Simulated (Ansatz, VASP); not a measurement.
## CaScSi3 in VASP and in Ansatz

Contents of INCAR:

```
  PREC = Accurate
  ENCUT = 520
  EDIFF = 1E-7
  ISMEAR = 0
  SIGMA = 0.2
  LREAL = False
  LASPH = True
  NELM = 100
  ALGO = Normal
  ISIF = 2
  LWAVE = False
  LCHARG = True
  GGA = PE
  LELF = True
  LVHAR = True
  NBANDS = 44
```

File KPOINTS:

```
Automatic mesh
0
Gamma
  4 4 2
```

Contents of POSCAR:

```
CaScSi3
1.0
    0.0000000000      4.9848263698      0.0000000000
    0.0000000000      0.0000000000      4.9848263698
    9.9696527396      0.0000000000      0.0000000000
Ca Sc Si
2 2 6
Direct
    0.0000000000      0.0000000000      0.0000000000
    0.0000000000      0.0000000000      0.5000000000
    0.5000000000      0.5000000000      0.2500000000
    0.5000000000      0.5000000000      0.7500000000
    0.5000000000      0.5000000000      0.0000000000
    0.5000000000      0.5000000000      0.5000000000
    0.0000000000      0.5000000000      0.2500000000
    0.0000000000      0.5000000000      0.7500000000
    0.5000000000      0.0000000000      0.2500000000
    0.5000000000      0.0000000000      0.7500000000
```

Input for Ansatz:

```yaml
crystal:
  lattice:
    - [0.0, 4.9848263698, 0.0]
    - [0.0, 0.0, 4.9848263698]
    - [9.9696527396, 0.0, 0.0]
  atoms:
    - { symbol: Ca, position: [0.0, 0.0, 0.0] }
    - { symbol: Ca, position: [0.0, 0.0, 0.5] }
    - { symbol: Sc, position: [0.5, 0.5, 0.25] }
    - { symbol: Sc, position: [0.5, 0.5, 0.75] }
    - { symbol: Si, position: [0.5, 0.5, 0.0] }
    - { symbol: Si, position: [0.5, 0.5, 0.5] }
    - { symbol: Si, position: [0.0, 0.5, 0.25] }
    - { symbol: Si, position: [0.0, 0.5, 0.75] }
    - { symbol: Si, position: [0.5, 0.0, 0.25] }
    - { symbol: Si, position: [0.5, 0.0, 0.75] }
basis:
  ecutwfc: 420
kpoints:
  mp_grid: { grid: [4, 4, 2] }
hamiltonian:
  xc: pbe
scf:
  occupations: { method: gaussian, width: 0.2 }
  lower_state_search: "off"
output:
  forces: true
  stress: true
  eigenvalues: true
```

Alike in both runs: task single point; functional PBE; k mesh 4 × 4 × 2; occupations gaussian, width 0.2 eV; no spin polarisation.

|  | VASP | Ansatz |
| --- | --- | --- |
| version | VASP 6.6.1 | Ansatz 0.2.0 |
| potentials or method | VASP PAW PBE potentials, release 64 (Ca_sv, Sc_sv, Si) | scalar-relativistic, plane waves, PAW |
| plane-wave cutoff (eV) | 520 | 420 |
| valence electrons in the cell | 66 | 66 |

```csv
,VASP,Ansatz,Ansatz less VASP
gap on the k mesh at the Fermi level (eV),none,none,-
pressure (GPa),0.1,0.1,-0.05
```

A gap of «none» marks a metal or a gap that the smearing closes.
